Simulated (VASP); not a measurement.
# TiO2 (Rutile) with LDA: from relaxation to properties, part 7 of 7

Aim: relax TiO2 (Rutile) with LDA, compute its properties on that cell and hold them against experiment. The start is a cell from a database of measured crystal structures.

VASP 6.6.1, plane waves and PAW; the level of theory is named at each step.

So far, least gap on mesh and path (eV): step 5 (bands along the symmetry lines (LDA)) 1.81; step 10 (bands along the symmetry lines (HSE06)) 3.45.

## Step 11: Bands along the symmetry lines (TB-mBJ)

This step: TB-mBJ; plane waves and PAW (Ti_sv, O) (VASP 6.6.1).

Levels along the symmetry lines show where the bands peak and cross; KPOINTS_OPT computes them in the converged potential. TB-mBJ is a local potential fitted to gaps: it costs far less than a hybrid but gives no energy.

INCAR

```
SYSTEM = TiO2
PREC = Accurate
ENCUT = 520
EDIFF = 1E-06
NELM = 150
ISMEAR = 0
SIGMA = 0.05
LREAL = .FALSE.
ALGO = Normal
METAGGA = MBJ
LASPH = .TRUE.
NBANDS = 40
LORBIT = 11
LWAVE = .FALSE.
LCHARG = .FALSE.
KPAR = 4
```

POSCAR

```
TiO2
1.0
    4.5538770754      0.0000000000      0.0000000000
    0.0000000000      4.5538770754      0.0000000000
    0.0000000000      0.0000000000      2.9223175183
Ti O
2 4
Direct
    0.0000000000      0.0000000000      0.0000000000
    0.5000000000      0.5000000000      0.5000000000
    0.3038648979      0.3038648979      0.0000000000
    0.1961351021      0.8038648979      0.5000000000
    0.6961351021      0.6961351021      0.0000000000
    0.8038648979      0.1961351021      0.5000000000
```

KPOINTS

```
Automatic mesh
0
Gamma
5 5 8
0 0 0
```

KPOINTS_OPT

```
Line mode
16
Line-mode
Reciprocal
  0.00000000   0.00000000   0.00000000 GAMMA
  0.00000000   0.50000000   0.00000000 X

  0.00000000   0.50000000   0.00000000 X
  0.50000000   0.50000000   0.00000000 M

  0.50000000   0.50000000   0.00000000 M
  0.00000000   0.00000000   0.00000000 GAMMA

  0.00000000   0.00000000   0.00000000 GAMMA
  0.00000000   0.00000000   0.50000000 Z

  0.00000000   0.00000000   0.50000000 Z
  0.00000000   0.50000000   0.50000000 R

  0.00000000   0.50000000   0.50000000 R
  0.50000000   0.50000000   0.50000000 A

  0.50000000   0.50000000   0.50000000 A
  0.00000000   0.00000000   0.50000000 Z

  0.00000000   0.50000000   0.00000000 X
  0.00000000   0.50000000   0.50000000 R

  0.50000000   0.50000000   0.00000000 M
  0.50000000   0.50000000   0.50000000 A
```

PAW data sets: Ti_sv and O (LDA family, release 64).

Command:

```console
mpirun -np 4 vasp_std
```

Log:

```text
[banner, memory and clock lines left out]
running    4 mpi-ranks, on    1 nodes
 distrk:  each k-point on    1 cores,    4 groups
 distr:  one band on    1 cores,    1 groups

 POSCAR found type information on POSCAR TiO
 POSCAR found :  2 types and       6 ions
 [... a notice as in an earlier step ...]

 LDA part: xc-table for (None), standard interpolation
 POSCAR, INCAR and KPOINTS ok, starting setup
 FFT: planning ... GRIDC
 FFT: planning ... GRID_SOFT
 FFT: planning ... GRID
 WAVECAR not read
 entering main loop
       N       E                     dE             d eps       ncg     rms          rms(c)
DAV:   1     0.604817310144E+03    0.60482E+03   -0.22641E+04  2400   0.140E+03
DAV:   2    -0.968456372721E+01   -0.61450E+03   -0.56014E+03  2552   0.438E+02
DAV:   3    -0.872824353669E+02   -0.77598E+02   -0.76200E+02  3160   0.157E+02
DAV:   4    -0.919540298468E+02   -0.46716E+01   -0.46432E+01  3688   0.324E+01
DAV:   5    -0.920656673751E+02   -0.11164E+00   -0.11163E+00  2832   0.459E+00    0.347E+01
DAV:   6    -0.737516627049E+02    0.18314E+02   -0.82628E+01  3016   0.128E+02    0.224E+01
DAV:   7    -0.832240689840E+02   -0.94724E+01   -0.37481E+01  2808   0.803E+01    0.172E+01
DAV:   8    -0.695854696099E+02    0.13639E+02   -0.72599E+00  3320   0.403E+01    0.448E+00
DAV:   9    -0.714891799909E+02   -0.19037E+01   -0.25693E+00  2792   0.200E+01    0.867E+00
DAV:  10    -0.675039522741E+02    0.39852E+01   -0.20411E+00  3368   0.199E+01    0.180E+00
DAV:  11    -0.678577785500E+02   -0.35383E+00   -0.80944E-01  2792   0.978E+00    0.316E+00
DAV:  12    -0.676852992599E+02    0.17248E+00   -0.14658E-01  2632   0.425E+00    0.162E+00
DAV:  13    -0.680920222898E+02   -0.40672E+00   -0.57626E-02  3368   0.357E+00    0.336E+00
DAV:  14    -0.693498945648E+02   -0.12579E+01   -0.43673E-01  2944   0.698E+00    0.706E+00
DAV:  15    -0.691641206162E+02    0.18577E+00   -0.10303E-01  2960   0.238E+00    0.659E+00
DAV:  16    -0.704402797801E+02   -0.12762E+01   -0.21020E-01  3168   0.622E+00    0.993E+00
DAV:  17    -0.697820115417E+02    0.65827E+00   -0.84666E-02  3288   0.351E+00    0.821E+00
DAV:  18    -0.701699241378E+02   -0.38791E+00   -0.14507E-02  2664   0.131E+00    0.849E+00
DAV:  19    -0.692717949547E+02    0.89813E+00   -0.87078E-02  3064   0.378E+00    0.669E+00
DAV:  20    -0.684258816340E+02    0.84591E+00   -0.18637E-01  3224   0.419E+00    0.477E+00
DAV:  21    -0.675021005270E+02    0.92378E+00   -0.16309E-01  3576   0.406E+00    0.284E+00
DAV:  22    -0.668642017544E+02    0.63790E+00   -0.78127E-02  3136   0.229E+00    0.196E+00
DAV:  23    -0.665530264688E+02    0.31118E+00   -0.19186E-02  3568   0.116E+00    0.140E+00
DAV:  24    -0.662946691095E+02    0.25836E+00   -0.79854E-03  3176   0.772E-01    0.104E+00
DAV:  25    -0.659313449726E+02    0.36332E+00   -0.21756E-02  3280   0.160E+00    0.187E-01
DAV:  26    -0.657723463225E+02    0.15900E+00   -0.94028E-03  3056   0.648E-01    0.151E-01
DAV:  27    -0.657464421978E+02    0.25904E-01   -0.80988E-04  3008   0.190E-01    0.112E-01
DAV:  28    -0.657803802055E+02   -0.33938E-01   -0.41593E-04  3000   0.268E-01    0.235E-01
DAV:  29    -0.657536958596E+02    0.26684E-01   -0.19449E-04  3096   0.195E-01    0.140E-01
DAV:  30    -0.657566985828E+02   -0.30027E-02   -0.56630E-05  2672   0.944E-02    0.181E-01
[...]
DAV:  56    -0.656172343486E+02    0.10520E-03   -0.19160E-09  1248   0.532E-04    0.156E-04
DAV:  57    -0.656171784786E+02    0.55870E-04   -0.16290E-09  1248   0.305E-04    0.206E-04
DAV:  58    -0.656171291923E+02    0.49286E-04   -0.55722E-10  1248   0.234E-04    0.117E-04
DAV:  59    -0.656170838230E+02    0.45369E-04   -0.49557E-10  1224   0.142E-04    0.106E-04
DAV:  60    -0.656170491851E+02    0.34638E-04   -0.12412E-10  1224   0.915E-05    0.833E-05
DAV:  61    -0.656170136688E+02    0.35516E-04   -0.17188E-10  1224   0.110E-04    0.332E-05
DAV:  62    -0.656170042157E+02    0.94531E-05   -0.86619E-11  1224   0.750E-05    0.509E-05
DAV:  63    -0.656170026761E+02    0.15396E-05   -0.14563E-11  1224   0.510E-05    0.278E-05
DAV:  64    -0.656169948501E+02    0.78260E-05   -0.25228E-11  1224   0.318E-05    0.174E-05
DAV:  65    -0.656169912483E+02    0.36017E-05   -0.71757E-12  1224   0.168E-05    0.181E-05
DAV:  66    -0.656169893931E+02    0.18552E-05   -0.13504E-11  1208   0.115E-05    0.137E-05
DAV:  67    -0.656169893785E+02    0.14648E-07    0.36005E-13  1200   0.852E-06
   1 F= -.65616989E+02 E0= -.65616989E+02  d E =-.919396E-12
 Start KPOINTS_OPT (optional k-point list driver)
k-point batch [1-30\144]
       N       E                     dE             ncg
DAV:   1     0.317475796457E+04   -0.16262E+05     2400
DAV:   2    -0.146004544577E+05   -0.17775E+05     2592
DAV:   3    -0.167203246972E+05   -0.21199E+04     3224
DAV:   4    -0.168698000659E+05   -0.14948E+03     3608
DAV:   5    -0.168742945079E+05   -0.44944E+01     2720
DAV:   6    -0.168743987340E+05   -0.10423E+00     2976
DAV:   7    -0.168744023515E+05   -0.36175E-02     2808
DAV:   8    -0.168744024548E+05   -0.10333E-03     2696
DAV:   9    -0.168744024602E+05   -0.53417E-05     1760
DAV:  10    -0.168744024605E+05   -0.34456E-06     1736
[...]
k-point batch [121-144\144]
       N       E                     dE             ncg
DAV:   1     0.844273630156E+04   -0.38293E+05     1920
DAV:   2    -0.560097622577E+04   -0.14044E+05     2056
DAV:   3    -0.727132446613E+04   -0.16703E+04     2528
DAV:   4    -0.738371456766E+04   -0.11239E+03     2936
DAV:   5    -0.738754805344E+04   -0.38335E+01     2184
DAV:   6    -0.738760153659E+04   -0.53483E-01     2568
DAV:   7    -0.738760241296E+04   -0.87637E-03     2200
DAV:   8    -0.738760242573E+04   -0.12768E-04     2200
DAV:   9    -0.738760242601E+04   -0.28426E-06     1304
```

Wall time 71 s (4 MPI ranks of Intel Xeon 6975P-C (Granite Rapids), shared host); peak memory 1 GiB; 4.7 min of CPU time.

From OUTCAR (step 11):

```text
   NELECT =      48.0000    total number of electrons

 E-fermi :   6.1625

 k-point     1 :       0.0000    0.0000    0.0000
  band No.  band energies     occupation
    ...
     20       3.9248      2.00000
     21       5.0868      2.00000
     22       5.3833      2.00000
     23       5.3833      2.00000
     24       5.9454      2.00000
     25       8.7427      0.00000
     26       9.0706      0.00000
     27       9.3355      0.00000
     28       9.3355      0.00000
     29       9.3604      0.00000
    ...

  Total     -189.4398971   -189.4398971   -189.7968113      0.0000000      0.0000000      0.0000000
  in kB    -5008.3194641  -5008.3194641  -5017.7553883      0.0000000      0.0000000      0.0000000
  external PRESSURE =   -5011.4647721 kB  Pullay stress =       0.0000000 kB

 POSITION                                       TOTAL-FORCE (eV/Angst)
 -----------------------------------------------------------------------------------
      0.00000      0.00000      0.00000        -0.000000     -0.000000      0.000000
      2.27694      2.27694      1.46116        -0.000000     -0.000000      0.000000
      1.38376      1.38376      0.00000        -0.225472     -0.225472     -0.000000
      0.89318      3.66070      1.46116         0.225472     -0.225472      0.000000
      3.17011      3.17011      0.00000         0.225472      0.225472      0.000000
      3.66070      0.89318      1.46116        -0.225472      0.225472      0.000000
 -----------------------------------------------------------------------------------
    total drift:                                0.000000      0.000000      0.000000

  FREE ENERGIE OF THE ION-ELECTRON SYSTEM (eV)
  ---------------------------------------------------
  free  energy   TOTEN  =       -65.6169893785 eV

  energy  without entropy=      -65.6169893785  energy(sigma->0) =      -65.61698938

[... 9 parts as in an earlier step ...]

[... 8 further parts left out ...]
```

This functional is a potential without an energy, so its energies, forces and stress mean nothing and are not read.

This step gave:

```
electronic steps                  : 67
bands                             : 40
irreducible k points              : 30
Fermi energy                      : 6.162 eV
least gap on mesh and path        : 2.787 eV
least direct gap on mesh and path : 2.797 eV
conduction bottom at k            : 0.5, 0.5, 0
```

Electronic bands along the path, in eV, zero at the valence-band top; v1 is the highest filled band, c1 the lowest empty one:

```tsv
point	v4	v3	v2	v1	c1	c2	c3	c4
Γ	-0.86	-0.56	-0.56	0.00	2.80	3.13	3.39	3.39
0.53 of the way	-1.50	-1.19	-0.89	-0.26	3.12	3.56	3.65	3.71
X	-1.67	-1.67	-0.73	-0.73	3.52	3.52	3.93	3.93
0.53 of the way	-1.53	-1.53	-1.08	-1.08	3.15	3.15	3.63	3.63
M	-1.41	-1.41	-1.15	-1.15	2.79	2.79	3.41	3.41
0.47 of the way	-1.69	-1.27	-1.15	-0.48	2.84	3.40	3.56	3.93
Γ	-0.86	-0.56	-0.56	0.00	2.80	3.13	3.39	3.39
0.53 of the way	-1.71	-1.59	-1.59	-0.52	3.27	3.41	3.83	3.97
Z	-2.10	-2.10	-1.38	-1.38	3.88	3.88	4.17	4.17
0.53 of the way	-1.66	-1.66	-1.49	-1.49	3.35	3.35	4.18	4.18
R	-1.89	-1.89	-1.06	-1.06	2.96	2.96	4.19	4.19
0.53 of the way	-1.41	-1.41	-0.89	-0.89	3.23	3.23	4.22	4.22
A	-1.23	-1.23	-0.71	-0.71	3.58	3.58	4.12	4.12
0.53 of the way	-1.72	-1.55	-1.34	-1.21	3.14	3.74	4.10	4.17
Z	-2.10	-2.10	-1.38	-1.38	3.88	3.88	4.17	4.17
jump to X	-1.67	-1.67	-0.73	-0.73	3.52	3.52	3.93	3.93
0.47 of the way	-2.00	-2.00	-0.78	-0.78	3.55	3.55	4.12	4.12
R	-1.89	-1.89	-1.06	-1.06	2.96	2.96	4.19	4.19
jump to M	-1.41	-1.41	-1.15	-1.15	2.79	2.79	3.41	3.41
0.53 of the way	-1.60	-1.60	-1.30	-1.30	3.64	3.64	3.80	3.80
A	-1.23	-1.23	-0.71	-0.71	3.58	3.58	4.12	4.12
```

Of the projections kept (Ti, O), the largest for each band there; the rest of the weight can lie on other orbitals:

```tsv
point	v4	v3	v2	v1	c1	c2	c3	c4
Γ	O 0.96	O 0.99	O 0.99	O 0.97	Ti 1.00	Ti 0.93	Ti 1.00	Ti 1.00
X	O 0.87	O 0.87	O 0.97	O 0.97	Ti 0.90	Ti 0.90	Ti 0.94	Ti 0.94
M	O 0.93	O 0.93	O 0.94	O 0.94	Ti 0.98	Ti 0.98	Ti 1.00	Ti 1.00
Γ	O 0.96	O 0.99	O 0.99	O 0.97	Ti 1.00	Ti 0.93	Ti 1.00	Ti 1.00
Z	O 0.88	O 0.88	O 0.89	O 0.89	Ti 0.89	Ti 0.89	Ti 0.98	Ti 0.98
R	O 0.79	O 0.79	O 0.99	O 0.99	Ti 0.99	Ti 0.99	Ti 0.98	Ti 0.98
```

The gap moves by +0.97 eV against LDA.

## Step 12: Results

| Quantity | Value |
| --- | --- |
| relaxed volume | 10.10 Å³/atom |
| relaxed conventional cell a, b, c | 4.554, 4.554, 2.922 Å |
| space group after relaxing, within 0.02 Å | P4_2/mnm (No. 136) |
| band gap | 1.81 eV, direct |
| gap among the points of the DOS mesh alone, an upper bound | 1.81 eV |
| static dielectric constant from modes and Born charges, mean | 181 |
| electronic dielectric constant, mean | 8.01 |
| highest zone-centre mode | 817 cm⁻¹ |
| strongest peak of ε2, mean over directions | 3.77 eV |
| ε1 at zero frequency, no local fields, mean | 8.22 |
| band gap (HSE06) | 3.45 eV, direct |
| band gap (TB-mBJ) | 2.79 eV, indirect (least direct gap of that run 2.80 eV) |

What this shows: With LDA, TiO2 (Rutile) relaxes to 10.10 Å³/atom in space group P4_2/mnm (held by the symmetry of the run) and has a direct gap of 1.81 eV (3.45 eV with HSE06). Against the listed cell the volume lies -2.8 % (a -0.8 %, c -1.2 %). Zone-centre phonons (LDA): The infrared spectrum is led by the line at 149 cm⁻¹, followed by 144 and 490. Zone-centre phonons (LDA): The highest mode in this list at Γ, 816.9 cm⁻¹, is mostly motion of O (100 % of the kinetic energy). Bands along the symmetry lines (HSE06): The path shows a direct gap of 3.45 eV (valence top at Γ, conduction bottom at Γ). Bands along the symmetry lines (TB-mBJ): The path shows an indirect gap of 2.79 eV (valence top at Γ, conduction bottom at M). The least direct gap is 2.80 eV. The other levels ran on the cell relaxed with LDA, and without spin-orbit coupling unless named. The gaps belong to a cell whose volume lies -2.8 % from the listed one, and gaps move with volume, which bears on their distance from experiment. Semilocal functionals usually underestimate gaps. Modes at Γ alone can't show that the crystal is stable at other wave vectors, and the LO-TO splitting is not included. No search among competing phases was made, and a listed structure need not be the one stable at ambient conditions. All values are for a static lattice at zero temperature.

Comparison with the measured values:

| quantity | measured | LDA | HSE06 | TB-mBJ |
| --- | --- | --- | --- | --- |
| lattice constant a (Å) | 4.594 | 4.554 (-0.9 %) | - | - |
| lattice constant c (Å) | 2.959 | 2.922 (-1.2 %) | - | - |
| band gap (least gap) (eV) | 3.05 | 1.81 (-1.24 eV) | 3.45 (+0.40 eV) | 2.79 (-0.26 eV) |
| Raman mode, Eg (cm⁻¹) | 447 | 464 (+3.9 %) | - | - |
| Raman mode, A1g (cm⁻¹) | 608 | 612 (+0.7 %) | - | - |

Cost of the run behind each value, in core time: LDA 1.9 min, HSE06 46 min, TB-mBJ 4.7 min.

Measured values from arxiv:2005.06543 (2020), arxiv:2112.05953 (2021) and pmc:6079046 (2018).

How well it matches: The lattice constant a is off by -0.9 %: fair agreement. The lattice constant c is off by -1.2 %: fair agreement. For the band gap, of the levels listed nearest comes TB-mBJ (-0.26 eV, fair agreement) and farthest LDA (-1.24 eV, a clear miss). Zero-point and thermal motion shift the measured gap. The Raman mode is off by +3.9 %: fair agreement. The Raman mode is off by +0.7 %: good agreement. The grades are ours: good and fair within 0.7 and 1.5 % for the lattice constant a, 0.8 and 2 % for the lattice constant c and 3 and 7 % for the Raman mode. 1 further measured lines are left out: they lack a usable label, or no computed mode of their label or degeneracy could be paired (by label, or within 15 % without labels). For lattice constants and Raman mode the calculation has a static lattice, without zero-point motion or thermal expansion.

[Lines on the potential files, build, host, timing and source positions are cut from VASP's logs without a mark.]

[Logs are printed without paths, hosts, clocks, repeated set-up lines and the standing remarks that a program may print on its own settings, such as how far it seeks lower states.]

[Hosts, paths, dates, database ids (printed as entryN), source tags and the programs' standing remarks are cut or masked in the printed files.]

[A measured line is paired with the nearest computed mode of its activity, which favours agreement.]
